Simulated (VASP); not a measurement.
Wanted: the native input for a VASP 6.6.1 run.

```
Task                   : band structure
Functional             : LDA
Potentials or basis    : VASP PAW LDA potentials, release 64 (Ce, Zn, Ni)
Cutoff                 : 520 eV
k mesh                 : 5 × 5 × 5
Occupations            : fermi-dirac, width 0.05 eV
Spin                   : collinear spin, ferromagnetic start
Starting moments       : [1.0, 0.0, 0.0, 1.0] μB
Further INCAR settings : ALGO = Normal; EDIFF = 1e-06
```

The system is CeZn2Ni.

```xyz
4
Lattice="3.8644 0.0000 0.0000 0.0000 3.8644 0.0000 0.0000 0.0000 4.9193" Properties=species:S:1:pos:R:3 pbc="T T T"
Ce    0.0000    0.0000    0.0000
Zn    0.0000    1.9322    2.4596
Zn    1.9322    0.0000    2.4596
Ni    1.9322    1.9322    0.0000
```

The cell comes from a database or a generator and needn't be the stable form of this composition.

These files were run (other wordings do the same):

POSCAR

```
CeZn2Ni
1.0
    3.8643900000      0.0000000000      0.0000000000
    0.0000000000      3.8643900000      0.0000000000
    0.0000000000      0.0000000000      4.9192680000
Ce Zn Ni
1 2 1
Direct
    0.0000000000      0.0000000000      0.0000000000
    0.0000000000      0.5000000000      0.5000000000
    0.5000000000      0.0000000000      0.5000000000
    0.5000000000      0.5000000000      0.0000000000
```

INCAR.step1

```
  PREC = Accurate
  ENCUT = 520
  EDIFF = 1E-6
  ISMEAR = -1
  SIGMA = 0.05
  LREAL = F
  LASPH = T
  NELM = 100
  ALGO = Normal
  ISIF = 2
  LWAVE = F
  LCHARG = T
  ISPIN = 2
  MAGMOM = 1 0 0 1
  LORBIT = 11
  LMAXMIX = 6
```

KPOINTS.step1

```
Automatic mesh
0
Gamma
  5 5 5
```

INCAR.step2

```
  PREC = Accurate
  ENCUT = 520
  EDIFF = 1E-6
  ISMEAR = 0
  SIGMA = 0.05
  LREAL = F
  LASPH = T
  NELM = 100
  ALGO = Normal
  ISIF = 2
  LWAVE = F
  LCHARG = F
  ISPIN = 2
  MAGMOM = 1 0 0 1
  LORBIT = 11
  LMAXMIX = 6
  ICHARG = 11
```

KPOINTS.step2

```
path GXMGZRAZ,XR,MA
15
line-mode
reciprocal
 0.0000000000  0.0000000000  0.0000000000  G
 0.0000000000  0.5000000000  0.0000000000  X

 0.0000000000  0.5000000000  0.0000000000  X
 0.5000000000  0.5000000000  0.0000000000  M

 0.5000000000  0.5000000000  0.0000000000  M
 0.0000000000  0.0000000000  0.0000000000  G

 0.0000000000  0.0000000000  0.0000000000  G
 0.0000000000  0.0000000000  0.5000000000  Z

 0.0000000000  0.0000000000  0.5000000000  Z
 0.0000000000  0.5000000000  0.5000000000  R

 0.0000000000  0.5000000000  0.5000000000  R
 0.5000000000  0.5000000000  0.5000000000  A

 0.5000000000  0.5000000000  0.5000000000  A
 0.0000000000  0.0000000000  0.5000000000  Z

 0.0000000000  0.5000000000  0.0000000000  X
 0.0000000000  0.5000000000  0.5000000000  R

 0.5000000000  0.5000000000  0.0000000000  M
 0.5000000000  0.5000000000  0.5000000000  A
```

Potentials or basis: VASP PAW LDA potentials, release 64 (Ce, Zn, Ni).

Command:

```console
$ cat potpaw_LDA.64/Ce/POTCAR potpaw_LDA.64/Zn/POTCAR potpaw_LDA.64/Ni/POTCAR > POTCAR
$ cp INCAR.step1 INCAR
$ cp KPOINTS.step1 KPOINTS
$ mpirun -np 1 vasp_std > vasp.out
$ cp INCAR.step2 INCAR
$ cp KPOINTS.step2 KPOINTS
$ mpirun -np 1 vasp_std > vasp.out
```

It gave:

```yaml
Band_gap_along_the_path: none (metal or under the smearing width)
Net_moment: -0.25 μB per cell
```

Caveat: the log is that of the step along the path at fixed density, whose energy, stress, charges and moments have no meaning; the magnetic or orbital state may not be the lowest; spin-orbit coupling is left out, which moves the levels of the heavy elements; without U or exact exchange the open f shell lies at the Fermi level, which spoils levels, moments and volumes.

Run time: 18 min on 1 thread of Intel(R) Xeon(R) Platinum 8488C (Sapphire Rapids), with other jobs on the host, peak memory 0.54 GiB.
